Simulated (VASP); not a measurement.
# Si2W: band structure with LDA

Si2W:

```
Si W
1.0
    -1.60211    1.60211    3.90958
     1.60211   -1.60211    3.90958
     1.60211    1.60211   -3.90958
Si W
2 1
Direct
  0.33446 0.33446 0.00000
  0.66554 0.66554 0.00000
  0.00000 0.00000 0.00000
```

- Program: VASP 6.6.1
- Task: band structure
- Functional: LDA
- Potentials or basis: VASP PAW LDA potentials, release 64 (Si, W_sv)
- Cutoff: 520 eV
- k mesh: 16 × 16 × 16
- Occupations: methfessel-paxton, width 0.1 eV
- Spin: no spin polarisation
- Further INCAR settings: ALGO = Normal; EDIFF = 1e-06

```json
{"Pressure": "-3.5 GPa", "Largest force": "0.061 eV/Å", "Band gap along the path": "none (metal or under the smearing width)"}
```

Forces on the atoms (eV/Å):
```
Si   0.000  0.000  0.061
Si   0.000  0.000 -0.061
W    0.000  0.000  0.000
```

Stress tensor (GPa, compression positive):
```
-3.32  0.00  0.00
 0.00 -3.32  0.00
 0.00  0.00 -3.85
```

Levels at the corners of the path, in eV from the Fermi level:
```
point  band 7  band 8  band 9  band 10  band 11  band 12  band 13  band 14  band 15
    Γ   -3.70   -3.36   -2.84    -2.84     0.63     2.80     3.00     3.16     3.16
    X   -5.94   -5.46   -5.00    -3.26    -1.64     2.83     2.95     3.13     3.91
    X   -5.94   -5.46   -5.00    -3.26    -1.64     2.83     2.95     3.13     3.91
    Y   -5.83   -5.10   -4.06    -3.13    -2.24     1.99     2.13     3.03     5.17
    Y   -5.83   -5.10   -4.06    -3.13    -2.24     1.99     2.13     3.03     5.17
    S   -7.72   -3.06   -2.68    -2.46    -0.32     1.79     2.56     3.58     4.41
    S   -7.72   -3.06   -2.68    -2.46    -0.32     1.79     2.56     3.58     4.41
    Γ   -3.70   -3.36   -2.84    -2.84     0.63     2.80     3.00     3.16     3.16
    Γ   -3.70   -3.36   -2.84    -2.84     0.63     2.80     3.00     3.16     3.16
    Z   -3.87   -2.59   -0.78    -0.78    -0.51    -0.51     0.80     4.49     4.88
    Z   -3.87   -2.59   -0.78    -0.78    -0.51    -0.51     0.80     4.49     4.88
   S1   -7.72   -3.06   -2.68    -2.46    -0.32     1.79     2.56     3.58     4.41
   S1   -7.72   -3.06   -2.68    -2.46    -0.32     1.79     2.56     3.58     4.41
    N   -5.73   -4.78   -2.79    -2.78    -0.44     2.69     2.82     3.98     4.43
    N   -5.73   -4.78   -2.79    -2.78    -0.44     2.69     2.82     3.98     4.43
    P   -6.56   -6.56   -2.98    -2.37    -2.37     0.08     2.95     3.67     4.16
    P   -6.56   -6.56   -2.98    -2.37    -2.37     0.08     2.95     3.67     4.16
   Y1   -5.83   -5.10   -4.06    -3.13    -2.24     1.99     2.13     3.03     5.17
   Y1   -5.83   -5.10   -4.06    -3.13    -2.24     1.99     2.13     3.03     5.17
    Z   -3.87   -2.59   -0.78    -0.78    -0.51    -0.51     0.80     4.49     4.88
    X   -5.94   -5.46   -5.00    -3.26    -1.64     2.83     2.95     3.13     3.91
    P   -6.56   -6.56   -2.98    -2.37    -2.37     0.08     2.95     3.67     4.16
```

Run time: 2.3 min on 1 thread of Intel(R) Xeon(R) 6975P-C (Granite Rapids) (shared host), peak memory 0.43 GiB.

Caveat: spin-orbit coupling is left out, which moves the levels of the heavy elements.
